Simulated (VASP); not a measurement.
VASP ran on this input.

### POSCAR
```
ZnSe
1.0
  0.0000000000   2.7993318819   2.7993318819
  2.7993318819   0.0000000000   2.7993318819
  2.7993318819   2.7993318819   0.0000000000
Zn Se
1 1
Cart
  0.0000000000   0.0000000000   0.0000000000
  1.3996659410   1.3996659410   1.3996659410
```

KPOINTS:
```
Automatic mesh
0
Gamma
8 8 8
0 0 0
```

**INCAR**
```
EDIFFG  =  -0.02
ISMEAR  =  0
IBRION  =  2   # conjugate gradients
PSTRESS  =  50   # kbar
GGA  =  PE   # PBE
LASPH  =  .TRUE.   # aspherical one-centre terms
EDIFF  =  1E-6
PREC  =  Accurate
ALGO  =  Normal
ENCUT  =  500   # plane-wave cut-off (eV)
LREAL  =  .FALSE.   # projection in real space or not
NSW  =  40
LMAXMIX  =  4   # l cut-off of mixed one-centre charges
LWAVE  =  .FALSE.
SYSTEM  =  ZnSe
LCHARG  =  .FALSE.
ISIF  =  3
SIGMA  =  0.05
NELM  =  100
```

POTCAR, in this order: Zn Se (PBE.64 set). Program: vasp_std.

Translate this PBE calculation to Ansatz.

One equivalent input (not run):
Ansatz 0.2 input:
```yaml
crystal:
  lattice:
    - [0.0000000, 2.7993319, 2.7993319]
    - [2.7993319, 0.0000000, 2.7993319]
    - [2.7993319, 2.7993319, 0.0000000]
  atoms:
    - { symbol: Zn, position: [0.0000000, 0.0000000, 0.0000000] }
    - { symbol: Se, position: [0.2500000, 0.2500000, 0.2500000] }
kpoints:
  mp_grid: { grid: [8, 8, 8] }
hamiltonian:
  xc: pbe
  pseudopotentials: { kind: paw }
scf:
  occupations: { method: gaussian, width: 0.05 }
  max_iter: 100
relax:
  max_steps: 40
  f_tol: 0.02
  cell: { p_target: 5 }
output: { forces: true, stress: true, eigenvalues: true }
```
Limits of the translation: each code has its own PAW files, so the cut-off isn't converted (ENCUT is set for VASP's; basis.ecutwfc is left out, and Ansatz then takes the one that its files recommend); Ansatz stops its SCF on the density residual and VASP on the energy change (EDIFF).

The compound is ZnSe in the zinc blende structure. It was relaxed first under an external pressure of 5 GPa.
